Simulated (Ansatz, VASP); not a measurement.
# Cross-check of IF between VASP and Ansatz, part 2 of 3

One calculation is typed for both programs; each brings its own data sets. How far apart do they land? The cell is generated by rule, not measured, and may not be a known phase. The cell is taken from a series of runs on this material, whose earlier steps may have relaxed, scaled, displaced or heated it; both programs get it as it stands.

VASP 6.6.1 and Ansatz 0.2.0.

So far: Starting point; VASP: zone-centre phonons, PBEsol.

## Step 2: VASP: zone-centre phonons, PBEsol (continued)

Level of this step: PBEsol; plane waves and PAW (I, F); invented cell (VASP).

Parts of OUTCAR (step 2):

```text
ion  position               nearest neighbor table
   1  0.000  0.000  0.500-   3 2.15   4 2.15
   2  0.000  0.000  0.000-   3 2.15   4 2.15
   3  0.168  0.832  0.750-   1 2.15   2 2.15
   4  0.832  0.168  0.250-   1 2.15   2 2.15

  LATTYP: Found a base centered orthorhombic cell.
 ALAT       =     4.6225141578
 B/A-ratio  =     1.3945101166
 C/A-ratio  =     1.6116180742

 Subroutine GETGRP returns: Found  8 space group operations
 (whereof  4 operations were pure point group operations)

The static configuration has the point symmetry C_2h.
 The point group associated with its full space group is D_2h.

 Found     63 irreducible k-points:

   k-points           NKPTS =     63   k-points in BZ     NKDIM =     63   number of bands    NBANDS=     20

   dimension x,y,z NGX =    32 NGY =   32 NGZ =   60
   dimension x,y,z NGXF=    64 NGYF=   64 NGZF=  120

   ENCUT  =  600.0 eV  44.10 Ry    6.64 a.u.   7.92  7.92 14.88*2*pi/ulx,y,z

   NELECT =      28.0000    total number of electrons

 k-points in reciprocal lattice and weights: Automatic mesh
   0.00000000  0.00000000  0.00000000       0.004
   0.12500000  0.00000000  0.00000000       0.016
   0.25000000  0.00000000  0.00000000       0.016
   0.37500000  0.00000000  0.00000000       0.016
   0.50000000  0.00000000  0.00000000       0.008
   0.12500000  0.12500000  0.00000000       0.008
   0.25000000  0.12500000  0.00000000       0.016
   0.37500000  0.12500000  0.00000000       0.016
   0.50000000  0.12500000  0.00000000       0.016
[...]
-0.37500000  0.37500000  0.50000000       0.008
   0.50000000  0.50000000  0.50000000       0.004

 average (electrostatic) potential at core
       1 -94.3573       2 -94.3573       3 -78.6082       4 -78.6082

 POSITION                                       TOTAL-FORCE (eV/Angst)
 -----------------------------------------------------------------------------------
      0.00000      0.00000      3.72486         0.000000     -0.000000      0.000000
      0.00000      0.00000      0.00000         0.000000     -0.000000      0.000000
      2.31126      2.14158      5.58730         0.000000     -0.015517     -0.000000
      2.31126     -2.14158      1.86243         0.000000      0.015517      0.000000
 -----------------------------------------------------------------------------------
    total drift:                                0.000000     -0.000000      0.000000

 MACROSCOPIC STATIC DIELECTRIC TENSOR (including local field effects in DFT)
 ------------------------------------------------------
           4.211926     0.000000     0.000000
           0.000000     4.893666     0.000000
           0.000000     0.000000     5.120007
 ------------------------------------------------------

 PIEZOELECTRIC TENSOR (including local field effects)  for field in x, y, z        (C/m^2)
          XX          YY          ZZ          XY          YZ          ZX
  --------------------------------------------------------------------------------
  x     0.00000     0.00000     0.00000     0.00000     0.00000     0.00000
  y     0.00000     0.00000     0.00000     0.00000     0.00000     0.00000
  z     0.00000     0.00000     0.00000     0.00000     0.00000     0.00000

 BORN EFFECTIVE CHARGES (including local field effects) (in |e|, cummulative output)
 ---------------------------------------------------------------------------------
 ion    1
    1     0.34075     0.00000     0.00000
    2     0.00000     0.93849    -0.84056
    3     0.00000    -1.95592     3.48764
 ion    2
    1     0.34075     0.00000     0.00000
    2     0.00000     0.93849     0.84056
    3     0.00000     1.95592     3.48764
 ion    3
    1    -0.34075     0.00000     0.00000
    2     0.00000    -0.93849     0.00000
    3     0.00000     0.00000    -3.48764
 ion    4
    1    -0.34075     0.00000     0.00000
    2     0.00000    -0.93849     0.00000
    3     0.00000     0.00000    -3.48764

 Eigenvectors and eigenvalues of the dynamical matrix
 ----------------------------------------------------

   1 f  =   13.412996 THz    84.276338 2PiTHz  447.409379 cm-1    55.471668 meV
             X         Y         Z           dx          dy          dz
      0.000000  0.000000  3.724864     0.000000    0.000000   -0.000000
      0.000000  0.000000  0.000000     0.000000    0.000000   -0.000000
      2.311257  2.141576  5.587296    -0.000000   -0.000000   -0.707107
      2.311257 -2.141576  1.862432    -0.000000   -0.000000    0.707107

   2 f  =   11.161800 THz    70.131659 2PiTHz  372.317581 cm-1    46.161476 meV
             X         Y         Z           dx          dy          dz
      0.000000  0.000000  3.724864    -0.000000    0.241428   -0.231730
      0.000000  0.000000  0.000000    -0.000000    0.241428    0.231730
      2.311257  2.141576  5.587296     0.000000   -0.622908   -0.000000
      2.311257 -2.141576  1.862432     0.000000   -0.622908   -0.000000

   3 f  =    8.466873 THz    53.198933 2PiTHz  282.424486 cm-1    35.016158 meV
             X         Y         Z           dx          dy          dz
      0.000000  0.000000  3.724864    -0.000000   -0.000000    0.000000
      0.000000  0.000000  0.000000    -0.000000    0.000000   -0.000000
      2.311257  2.141576  5.587296     0.000000   -0.707107    0.000000
      2.311257 -2.141576  1.862432    -0.000000    0.707107    0.000000

   4 f  =    6.469299 THz    40.647807 2PiTHz  215.792603 cm-1    26.754861 meV
             X         Y         Z           dx          dy          dz
      0.000000  0.000000  3.724864     0.000000   -0.064056    0.254492
      0.000000  0.000000  0.000000     0.000000    0.064056    0.254492
      2.311257  2.141576  5.587296    -0.000000    0.000000   -0.656605
      2.311257 -2.141576  1.862432    -0.000000    0.000000   -0.656605

   5 f  =    5.737702 THz    36.051045 2PiTHz  191.389137 cm-1    23.729218 meV
             X         Y         Z           dx          dy          dz
      0.000000  0.000000  3.724864    -0.255686   -0.000000    0.000000
      0.000000  0.000000  0.000000    -0.255686   -0.000000   -0.000000
      2.311257  2.141576  5.587296     0.659261   -0.000000    0.000000
      2.311257 -2.141576  1.862432     0.659261   -0.000000   -0.000000

   6 f  =    4.626009 THz    29.066070 2PiTHz  154.307043 cm-1    19.131626 meV
             X         Y         Z           dx          dy          dz
      0.000000  0.000000  3.724864     0.000000    0.084284    0.668057
      0.000000  0.000000  0.000000     0.000000    0.084284   -0.668057
      2.311257  2.141576  5.587296    -0.000000   -0.215860   -0.000000
      2.311257 -2.141576  1.862432    -0.000000   -0.215860   -0.000000

   7 f  =    2.273784 THz    14.286609 2PiTHz   75.845283 cm-1     9.403612 meV
             X         Y         Z           dx          dy          dz
      0.000000  0.000000  3.724864     0.000000   -0.704199   -0.023205
      0.000000  0.000000  0.000000    -0.000000    0.704199   -0.023205
      2.311257  2.141576  5.587296     0.000000    0.000000    0.059705
      2.311257 -2.141576  1.862432    -0.000000   -0.000000    0.059705

   8 f  =    2.187191 THz    13.742524 2PiTHz   72.956829 cm-1     9.045490 meV
             X         Y         Z           dx          dy          dz
      0.000000  0.000000  3.724864     0.707107   -0.000000   -0.000000
      0.000000  0.000000  0.000000    -0.707107   -0.000000    0.000000
      2.311257  2.141576  5.587296    -0.000000   -0.000000   -0.000000
      2.311257 -2.141576  1.862432     0.000000   -0.000000   -0.000000

   9 f  =    1.818938 THz    11.428725 2PiTHz   60.673242 cm-1     7.522520 meV
             X         Y         Z           dx          dy          dz
      0.000000  0.000000  3.724864    -0.000000   -0.000000    0.000000
      0.000000  0.000000  0.000000    -0.000000   -0.000000    0.000000
      2.311257  2.141576  5.587296     0.707107   -0.000000    0.000000
      2.311257 -2.141576  1.862432    -0.707107   -0.000000    0.000000

  10 f/i=    0.003781 THz     0.023758 2PiTHz    0.126127 cm-1     0.015638 meV
             X         Y         Z           dx          dy          dz
      0.000000  0.000000  3.724864    -0.000000   -0.000060    0.659314
      0.000000  0.000000  0.000000    -0.000000    0.000060    0.659314
      2.311257  2.141576  5.587296    -0.000000    0.000000    0.255548
      2.311257 -2.141576  1.862432    -0.000000    0.000000    0.255548

  11 f/i=    0.004598 THz     0.028891 2PiTHz    0.153380 cm-1     0.019017 meV
             X         Y         Z           dx          dy          dz
      0.000000  0.000000  3.724864     0.659261   -0.000000    0.000000
      0.000000  0.000000  0.000000     0.659261   -0.000000    0.000000
      2.311257  2.141576  5.587296     0.255686   -0.000000    0.000000
      2.311257 -2.141576  1.862432     0.255686   -0.000000    0.000000

  12 f/i=    0.007689 THz     0.048310 2PiTHz    0.256472 cm-1     0.031798 meV
             X         Y         Z           dx          dy          dz
      0.000000  0.000000  3.724864     0.000000    0.659249   -0.000547
      0.000000  0.000000  0.000000     0.000000    0.659249    0.000547
      2.311257  2.141576  5.587296     0.000000    0.255716   -0.000000
      2.311257 -2.141576  1.862432     0.000000    0.255716   -0.000000

 MACROSCOPIC STATIC DIELECTRIC TENSOR IONIC CONTRIBUTION
 ------------------------------------------------------
           0.169792    -0.000000     0.000000
          -0.000000     0.376909    -0.000000
           0.000000    -0.000000    15.798022
 ------------------------------------------------------

 ELASTIC MODULI CONTR FROM IONIC RELAXATION (kBar)
 Direction    XX          YY          ZZ          XY          YZ          ZX
 --------------------------------------------------------------------------------
 XX          -0.3989    -10.1221    -21.4380     -0.0000      0.0000      0.0000
 YY         -10.1221   -256.8642   -544.0197     -0.0000      0.0000      0.0000
 ZZ         -21.4380   -544.0197  -1152.1940     -0.0000      0.0000      0.0000
 XY          -0.0000     -0.0000     -0.0000     -3.4957     -0.0000      0.0000
 YZ           0.0000      0.0000      0.0000     -0.0000   -443.7364      0.0000
 ZX           0.0000      0.0000      0.0000      0.0000      0.0000      0.0000
 --------------------------------------------------------------------------------

 PIEZOELECTRIC TENSOR IONIC CONTR  for field in x, y, z        (C/m^2)
          XX          YY          ZZ          XY          YZ          ZX
  --------------------------------------------------------------------------------
  x    -0.00000    -0.00000    -0.00000    -0.00000    -0.00000     0.00000
  y    -0.00000    -0.00000    -0.00000     0.00000    -0.00000     0.00000
  z     0.00000     0.00000     0.00000    -0.00000     0.00000     0.00000
```

With a direct gap this small, the dielectric response converges slowly with the mesh, so tensor and charges are uncertain; a mesh that holds the point of the least gap tends to give too large a tensor.

(Continued in part 3 of 3.)

[Lines on the potential files, build, host, timing and source positions are cut from VASP's logs without a mark.]

[Logs are printed without paths, hosts, clocks, repeated set-up lines and the standing remarks that a program may print on its own settings, such as how far it seeks lower states.]

[Hosts, paths, dates, database ids (printed as entryN), source tags and the programs' standing remarks are cut or masked in the printed files.]
